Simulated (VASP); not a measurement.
VASP input:

POSCAR:
```
MgCd
1
    3.1242023116     0.0000000000     0.0000000000
   -1.5621011558     2.7056386375    -0.0000000000
    0.0000000000    -0.0000000000     4.6803173828
Mg Cd
1 1
Direct
  0.0000000000   0.0000000000   0.5000000000
  0.6666670000   0.3333330000   0.0000000000
```

KPOINTS:
```
Regular mesh
0
G
  12 12 7
```

INCAR:
```
ALGO=Normal
EDIFF=1E-6
EDIFFG=-0.01
ENCUT=400
IBRION=2
ISIF=3
ISMEAR=1
LASPH=T
LCHARG=F
LMAXMIX=4
LREAL=F
LWAVE=F
NELM=100
NSW=60
PREC=Accurate
SIGMA=0.1
SYSTEM=MgCd
```

POTCAR, in this order: Mg Cd (LDA.64 set). Program: vasp_std.

Q: Write an equivalent input for Ansatz.

A: One equivalent input (not run):
Ansatz 0.2 input:
```yaml
crystal:
  lattice:
    - [3.1242023, 0.0000000, 0.0000000]
    - [-1.5621012, 2.7056386, 0.0000000]
    - [0.0000000, 0.0000000, 4.6803174]
  atoms:
    - { symbol: Mg, position: [0.0000000, 0.0000000, 0.5000000] }
    - { symbol: Cd, position: [0.6666670, 0.3333330, 0.0000000] }
kpoints:
  mp_grid: { grid: [12, 12, 7] }
hamiltonian:
  xc: lda
  pseudopotentials: { kind: paw }
scf:
  occupations: { method: methfessel_paxton, width: 0.1 }
  max_iter: 100
relax:
  max_steps: 60
  f_tol: 0.01
  cell: {}
output: { forces: true, stress: true, eigenvalues: true }
```
What does not carry over: each code has its own PAW files, so the cut-off isn't converted (ENCUT is set for VASP's; basis.ecutwfc is left out, and Ansatz then takes the one that its files recommend); Ansatz stops its SCF on the density residual and VASP on the energy change (EDIFF); Ansatz's lda is the Perdew-Wang form, while the LDA potentials of VASP carry Perdew-Zunger's.

The structure comes from a computed database's MgCd entry (P-6m2); how it stands against other phases isn't given here. This run relaxes it. Symmetry was kept, so distortions that lower it aren't found. The start is the result of an earlier pass.
